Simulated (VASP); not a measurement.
Input for VASP

**POSCAR**
```
KCl
1
    0.0000000000     3.1450000000     3.1450000000
    3.1450000000     0.0000000000     3.1450000000
    3.1450000000     3.1450000000     0.0000000000
K Cl
1 1
Direct
  0.0000000000   0.0000000000   0.0000000000
  0.5000000000   0.5000000000   0.5000000000
```

File KPOINTS:
```
Automatic mesh
0
Gamma
6 6 6
0 0 0
```

**INCAR**
```
SYSTEM = KCl
PREC = Accurate
ENCUT = 400
EDIFF = 1E-6
NELM = 60
ALGO = VeryFast
LREAL = .FALSE.
LASPH = .TRUE.
ISMEAR = 0
SIGMA = 0.05
GGA = PE
LWAVE = .FALSE.
LCHARG = .FALSE.
ISIF = 2
NELMDL = -1
```

POTCAR, in this order: K_sv Cl (PBE.64 set). Program: vasp_std.

### Question
What happens when VASP runs on this input?

### Answer
There is a fault: ALGO = VeryFast starts from random orbitals with almost no delay (NELMDL = -1). Convergence was not reached. Against the sound run, the energy per atom (σ→0) goes up by 385.429 eV/atom; the pressure increases by 504.90 GPa; the band gap falls by 5.19 eV.

File standard output:
```
...
RMM:  21     0.763267127741E+03    0.30360E+00   -0.47721E+00   750   0.647E+01    0.107E+03
RMM:  22     0.764061886842E+03    0.79476E+00   -0.19127E+00   753   0.643E+01    0.762E+02
RMM:  23     0.764861526897E+03    0.79964E+00   -0.23983E-01   760   0.637E+01    0.495E+02
RMM:  24     0.765552024485E+03    0.69050E+00    0.33591E+00   763   0.625E+01    0.278E+02
RMM:  25     0.765918896111E+03    0.36687E+00    0.37022E+00   764   0.595E+01    0.697E+01
RMM:  26     0.766293871758E+03    0.37498E+00    0.45801E+00   768   0.576E+01    0.724E+01
RMM:  27     0.766735927630E+03    0.44206E+00    0.53512E+00   768   0.556E+01    0.153E+02
RMM:  28     0.767101787818E+03    0.36586E+00    0.37776E+00   761   0.538E+01    0.164E+02
RMM:  29     0.767505887754E+03    0.40410E+00    0.30411E+00   756   0.520E+01    0.143E+02
RMM:  30     0.767688681471E+03    0.18279E+00   -0.84590E-03   755   0.504E+01    0.664E+01
RMM:  31     0.767714811179E+03    0.26130E-01   -0.26578E-01   762   0.490E+01    0.212E+01
RMM:  32     0.768010479519E+03    0.29567E+00    0.38678E+00   762   0.488E+01    0.171E+01
RMM:  33     0.768081574909E+03    0.71095E-01    0.13778E-01   750   0.465E+01    0.155E+01
RMM:  34     0.767917199603E+03   -0.16438E+00   -0.16914E+00   761   0.456E+01    0.148E+01
RMM:  35     0.768071344810E+03    0.15415E+00    0.17164E+00   746   0.457E+01    0.242E+01
RMM:  36     0.768060954483E+03   -0.10390E-01   -0.43623E-02   767   0.446E+01    0.270E+01
RMM:  37     0.768077738372E+03    0.16784E-01    0.12024E-01   766   0.435E+01    0.280E+01
RMM:  38     0.768190729572E+03    0.11299E+00    0.14657E+00   755   0.427E+01    0.263E+01
RMM:  39     0.768183125498E+03   -0.76041E-02    0.17287E-01   768   0.412E+01    0.267E+01
RMM:  40     0.768156305690E+03   -0.26820E-01   -0.30681E-01   766   0.400E+01    0.258E+01
RMM:  41     0.768047787902E+03   -0.10852E+00   -0.13111E+00   762   0.392E+01    0.258E+01
RMM:  42     0.767930078073E+03   -0.11771E+00   -0.11690E+00   766   0.385E+01    0.244E+01
RMM:  43     0.767748810998E+03   -0.18127E+00   -0.18260E+00   764   0.377E+01    0.234E+01
RMM:  44     0.767567392402E+03   -0.18142E+00   -0.18215E+00   750   0.371E+01    0.251E+01
RMM:  45     0.767362618589E+03   -0.20477E+00   -0.21170E+00   747   0.363E+01    0.261E+01
RMM:  46     0.767153813444E+03   -0.20881E+00   -0.23296E+00   764   0.357E+01    0.299E+01
RMM:  47     0.766886754007E+03   -0.26706E+00   -0.44514E+00   760   0.351E+01    0.493E+01
RMM:  48     0.766600051756E+03   -0.28670E+00   -0.37512E+00   767   0.346E+01    0.487E+01
RMM:  49     0.766393405018E+03   -0.20665E+00   -0.12899E+00   762   0.339E+01    0.576E+01
RMM:  50     0.766245739790E+03   -0.14767E+00   -0.12782E+00   766   0.334E+01    0.632E+01
RMM:  51     0.766102243020E+03   -0.14350E+00   -0.13778E+00   766   0.329E+01    0.638E+01
RMM:  52     0.765956583362E+03   -0.14566E+00   -0.25931E+00   746   0.324E+01    0.535E+01
RMM:  53     0.765750600176E+03   -0.20598E+00   -0.35394E+00   754   0.320E+01    0.458E+01
RMM:  54     0.765499726036E+03   -0.25087E+00   -0.46577E+00   759   0.317E+01    0.395E+01
RMM:  55     0.765212926879E+03   -0.28680E+00   -0.46237E+00   762   0.313E+01    0.374E+01
RMM:  56     0.764896377186E+03   -0.31655E+00   -0.54236E+00   766   0.310E+01    0.339E+01
RMM:  57     0.764612552838E+03   -0.28382E+00   -0.37420E+00   766   0.306E+01    0.333E+01
RMM:  58     0.764372390531E+03   -0.24016E+00   -0.30204E+00   768   0.303E+01    0.333E+01
RMM:  59     0.764213024915E+03   -0.15937E+00   -0.10277E+00   764   0.298E+01    0.353E+01
RMM:  60     0.764053787820E+03   -0.15924E+00   -0.23389E+00   758   0.294E+01

 -----------------------------------------------------------------------------
|                                                                             |
|           W    W    AA    RRRRR   N    N  II  N    N   GGGG   !!!           |
|           W    W   A  A   R    R  NN   N  II  NN   N  G    G  !!!           |
|           W    W  A    A  R    R  N N  N  II  N N  N  G       !!!           |
|           W WW W  AAAAAA  RRRRR   N  N N  II  N  N N  G  GGG   !            |
|           WW  WW  A    A  R   R   N   NN  II  N   NN  G    G                |
|           W    W  A    A  R    R  N    N  II  N    N   GGGG   !!!           |
|                                                                             |
|     The electronic self-consistency was not achieved in the given           |
|     number of steps (NELM). The forces and other quantities evaluated       |
|     might not be reliable so examine the results carefully. If you find     |
|     spurious results, we suggest increasing NELM, if you were close to      |
|     convergence or switching to a different ALGO or adjusting the           |
|     density mixing parameters otherwise.                                    |
|                                                                             |
 -----------------------------------------------------------------------------

   1 F= 0.76405379E+03 E0= 0.76405537E+03  d E =-.315993E-02
```

File OUTCAR:
```
------------------------ aborting loop EDIFF was not reached (unconverged)  ----------------------------
  FORCE on cell =-STRESS in cart. coord.  units (eV):
  Direction    XX          YY          ZZ          XY          YZ          ZX
  --------------------------------------------------------------------------------------
  Total      196.3756714    196.3756714    196.3756714     -0.0000000     -0.0000000      0.0000000
  in kB     5057.1556455   5057.1556455   5057.1556455     -0.0000000     -0.0000000      0.0000000
  external PRESSURE =    5057.1556455 kB  Pullay stress =       0.0000000 kB
  volume of cell :       62.21
      direct lattice vectors                 reciprocal lattice vectors
     0.000000000  3.145000000  3.145000000    -0.158982512  0.158982512  0.158982512
     3.145000000  0.000000000  3.145000000     0.158982512 -0.158982512  0.158982512
     3.145000000  3.145000000  0.000000000     0.158982512  0.158982512 -0.158982512
  FREE ENERGIE OF THE ION-ELECTRON SYSTEM (eV)
  ---------------------------------------------------
  free  energy   TOTEN  =       764.0537878197 eV

  energy  without entropy=      764.0569477459  energy(sigma->0) =      764.05536778
```
(Selected blocks of OUTCAR.)

To mend it, set ALGO = Normal, remove NELMDL.

The mended run (PBE GGA, plane waves, VASP's PBE PAW potentials (set 64)) converges, and its OSZICAR ends with
```
   1 F= -.68031473E+01 E0= -.68031473E+01  d E =-.813643E-11
```

The compound is KCl in the rock salt structure. The cell was not relaxed at this level.
